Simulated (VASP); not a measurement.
Output of a VASP run:

File OUTCAR:
```
 ion  position               nearest neighbor table
   1  0.500  0.000  0.000-   5 2.82   6 2.82   5 2.82   6 2.82   2 2.84   2 2.84   4 2.84   4 2.84
                             3 2.84   3 2.84
   2  0.500  0.500  0.000-   5 2.82   6 2.82   5 2.82   6 2.82   1 2.84   1 2.84   3 2.84   3 2.84
                             4 2.84   4 2.84
   3  0.000  0.500  0.000-   5 2.82   6 2.82   5 2.82   6 2.82   4 2.84   4 2.84   2 2.84   2 2.84
                             1 2.84   1 2.84
   4  0.000  0.000  0.000-   3 2.84   3 2.84   1 2.84   1 2.84   2 2.84   2 2.84
   5  0.333  0.667  0.500-   1 2.82   1 2.82   3 2.82   3 2.82   2 2.82   2 2.82   6 3.28   6 3.28
                             6 3.28
   6  0.667  0.333  0.500-   1 2.82   1 2.82   3 2.82   3 2.82   2 2.82   2 2.82   5 3.28   5 3.28
                             5 3.28
  LATTYP: Found a hexagonal cell.
 ALAT       =     5.6789630000
 C/A-ratio  =     0.8069142201
 Subroutine PRICEL returns:
 Original cell was already a primitive cell.
 Subroutine GETGRP returns: Found 24 space group operations
The static configuration has the point symmetry D_6h.
The dynamic configuration has the point symmetry D_6h.
 Subroutine INISYM returns: Found 24 space group operations
 Subroutine IBZKPT returns following result:
 Found      6 irreducible k-points:

 Following reciprocal coordinates:
            Coordinates               Weight
  0.000000  0.000000  0.000000      1.000000
  0.333333 -0.000000  0.000000      6.000000
  0.333333  0.333333  0.000000      2.000000
  0.000000  0.000000  0.333333      2.000000
  0.333333 -0.000000  0.333333     12.000000
  0.333333  0.333333  0.333333      4.000000
   k-points           NKPTS =      6   k-points in BZ     NKDIM =      6   number of bands    NBANDS=     34
   number of dos      NEDOS =    301   number of ions     NIONS =      6
   total plane-waves  NPLWV =  28672
   dimension x,y,z NGX =    32 NGY =   32 NGZ =   28
   dimension x,y,z NGXF=    64 NGYF=   64 NGZF=   56
   ions per type =               3   3
   PREC   = accura    normal or accurate (medium, high low for compatibility)
   ISTART =      0    job   : 0-new  1-cont  2-samecut
   ICHARG =      2    charge: 1-file 2-atom 10-const
   ISPIN  =      1    spin polarized calculation?
   LNONCOLLINEAR =      F non collinear calculations
   LSORBIT =      F    spin-orbit coupling
   INIWAV =      1    electr: 0-lowe 1-rand  2-diag
   ENCUT  =  300.0 eV  22.05 Ry    4.70 a.u.   8.02  8.02  6.47*2*pi/ulx,y,z
   NELM   =    100;   NELMIN=  2; NELMDL= -5     # of ELM steps
   EDIFF  = 0.1E-05   stopping-criterion for ELM
   LREAL  =      F    real-space projection
   NLSPLINE    = F    spline interpolate recip. space projectors
   LMAXMIX     =    6 max onsite mixed and CHGCAR
   VOSKOWN=      0    Vosko Wilk Nusair interpolation
   EDIFFG = 0.1E-04   stopping-criterion for IOM
   NSW    =      0    number of steps for IOM
   NBLOCK =      1;   KBLOCK =      1    inner block; outer block
   IBRION =     -1    ionic relax: 0-MD 1-quasi-New 2-CG
   NFREE  =      0    steps in history (QN), initial steepest desc. (CG)
   ISIF   =      2    stress and relaxation
   ISYM   =      2    0-nonsym 1-usesym 2-fastsym
   TEIN   =    0.0    initial temperature
   TEBEG  =    0.0;   TEEND  =   0.0 temperature during run
   SMASS  =  -3.00    Nose mass-parameter (am)
   PSTRESS=    0.0 pullay stress
   NELECT =      57.0000    total number of electrons
   EFERMI =   0.00;   METHOD = LEGACY
   ISMEAR =     0;   SIGMA  =   0.27  broadening in eV -4-tet -1-fermi 0-gaus
   IALGO  =     38    algorithm
   LDIAG  =      T    sub-space diagonalisation (order eigenvalues)
   IMIX   =      4    mixing-type and parameters
     AMIX     =   0.40;   BMIX     =  1.00
     AMIX_MAG =   1.60;   BMIX_MAG =  1.00
     AMIN     =   0.10
   GGA     = PE    functional components
   VOSKOWN =     0    Vosko Wilk Nusair interpolation
   LHFCALC =     F    Hartree Fock is set to
   LHFONE  =     F    Hartree Fock one center treatment
   AEXX    =    0.0000 exact exchange contribution
   IVDW    =     0    specifies the selected vdW correction
   LEPSILON=     F    determine dielectric tensor
   LRPA    =     F    only Hartree local field effects (RPA)
...
```

**OSZICAR**
```
       N       E                     dE             d eps       ncg     rms          rms(c)
DAV:   1     0.505228017280E+03    0.50523E+03   -0.23767E+04   480   0.110E+03
DAV:   2    -0.216477409799E+02   -0.52688E+03   -0.51929E+03   478   0.392E+02
DAV:   3    -0.480355788199E+02   -0.26388E+02   -0.25976E+02   472   0.890E+01
DAV:   4    -0.490400027890E+02   -0.10044E+01   -0.97323E+00   600   0.155E+01
DAV:   5    -0.490616851210E+02   -0.21682E-01   -0.21503E-01   502   0.195E+00    0.301E+01
DAV:   6    -0.479173222430E+02    0.11444E+01   -0.32583E+00   530   0.107E+01    0.124E+01
DAV:   7    -0.476199006870E+02    0.29742E+00   -0.12291E+00   518   0.407E+00    0.373E+00
DAV:   8    -0.475701052157E+02    0.49795E-01   -0.22941E-01   488   0.235E+00    0.633E-01
DAV:   9    -0.475678706844E+02    0.22345E-02   -0.13562E-02   568   0.571E-01    0.322E-01
DAV:  10    -0.475677455318E+02    0.12515E-03   -0.17931E-03   500   0.241E-01    0.105E-01
DAV:  11    -0.475677875420E+02   -0.42010E-04   -0.16854E-04   552   0.787E-02    0.256E-02
DAV:  12    -0.475677912055E+02   -0.36635E-05   -0.51835E-05   542   0.289E-02    0.744E-03
DAV:  13    -0.475677915358E+02   -0.33029E-06   -0.34919E-06   414   0.908E-03
   1 F= -.47567792E+02 E0= -.47474243E+02  d E =-.187097E+00
```

OUTCAR:
```
------------------------ aborting loop because EDIFF is reached ----------------------------------------
  FORCE on cell =-STRESS in cart. coord.  units (eV):
  Direction    XX          YY          ZZ          XY          YZ          ZX
  --------------------------------------------------------------------------------------
  Total        1.0898309      1.0898308      1.9138914      0.0000001     -0.0000000      0.0000000
  in kB       13.6428348     13.6428335     23.9586733      0.0000014     -0.0000000      0.0000000
  external PRESSURE =      17.0814472 kB  Pullay stress =       0.0000000 kB
  volume of cell :      127.99
      direct lattice vectors                 reciprocal lattice vectors
     5.678963000  0.000000000  0.000000000     0.176088487  0.101664722  0.000000000
    -2.839481000  4.918126000  0.000000000     0.000000000  0.203329480  0.000000000
     0.000000000  0.000000000  4.582436000     0.000000000  0.000000000  0.218224543
 POSITION                                       TOTAL-FORCE (eV/Angst)
 -----------------------------------------------------------------------------------
      2.83948      0.00000      0.00000         0.000000      0.000000     -0.000000
      1.41974      2.45906      0.00000         0.000000      0.000000     -0.000000
     -1.41974      2.45906      0.00000         0.000000      0.000000     -0.000000
      0.00000      0.00000      0.00000         0.000000      0.000000     -0.000000
     -0.00000      3.27875      2.29122         0.000000      0.000000     -0.000000
      2.83948      1.63937      2.29122        -0.000000     -0.000000      0.000000
 -----------------------------------------------------------------------------------
    total drift:                               -0.000000      0.000000     -0.000000
  FREE ENERGIE OF THE ION-ELECTRON SYSTEM (eV)
  ---------------------------------------------------
  free  energy   TOTEN  =       -47.5677915358 eV

  energy  without entropy=      -47.3806949954  energy(sigma->0) =      -47.47424327
```
(Selected blocks of OUTCAR.)

### POSCAR
```
SbW
1
    5.6789630000     0.0000000000     0.0000000000
   -2.8394810000     4.9181260000     0.0000000000
    0.0000000000     0.0000000000     4.5824360000
W Sb
3 3
Direct
  0.5000000000   0.0000000000   0.0000000000
  0.5000000000   0.5000000000   0.0000000000
  0.0000000000   0.5000000000   0.0000000000
  0.0000000000   0.0000000000   0.0000000000
  0.3333330000   0.6666670000   0.5000000000
  0.6666670000   0.3333330000   0.5000000000
```

Task: Reconstruct the remaining input files.

Result: This is not unique; one that fits is the input of the run itself, PBE GGA, plane waves, VASP's PBE PAW potentials (set 64).

**INCAR**
```
SYSTEM = SbW
PREC = Accurate; ENCUT = 300; LREAL = .FALSE.
LASPH = .TRUE.
EDIFF = 1E-6; NELM = 100; ALGO = Normal
LMAXMIX = 6
ISMEAR = 0; SIGMA = 0.272
GGA = PE
ISIF = 2
LWAVE = .FALSE.; LCHARG = .FALSE.
```

KPOINTS:
```
K-points
0
G
  3 3 3
```

POTCAR, in this order: W_sv Sb (PBE.64 set). Program: vasp_std.

At this cut-off the stress carries a Pulay error, which pulls relaxed volumes low.

The structure was generated: SbW was put into an ordered model structure, which need not be its known phase. The cell was not relaxed at this level, and its volume differs by -5.9 % from the start's. The k-mesh is coarse (spacing up to 0.46 per Å, 2π included), so the numbers may not be converged in it. The electron count is odd and the run is not spin-polarised, which forces a metal.
